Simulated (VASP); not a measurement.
Consider the following.

```
BeTe
1.0
    3.80396     0.00000     0.00000
   -1.90198     3.29433     0.00000
    0.00000     0.00000     5.98335
Be Te
2 2
Direct
  0.00000   0.00000   0.00000
  0.00000   0.00000   0.50000
  0.33333   0.66667   0.25000
  0.66667   0.33333   0.75000
```

All values below come from PBEsol GGA, VASP's PBE PAW potentials (set 64) (plane waves; VASP 6.6.1). Numerical set-up: 400 eV cut-off, Gaussian smearing of 0.050 eV, potentials Be Te.

Unless said otherwise, spin-orbit coupling is left out, though it shifts the bands of the heavy elements here.

Task: Predict the band gap (along the path) with the smallest direct gap where there is one.

Result: 
```json
{
 "band gap (along the path)": "none (metal, semimetal or under 0.01 eV)"
}
```

Only differences to runs with the same potentials and settings are physical.

The structure was generated: BeTe was put into the NiAs type type (P6_3/mmc), which need not be its known phase. It was relaxed first, which changed the volume by +20 %.
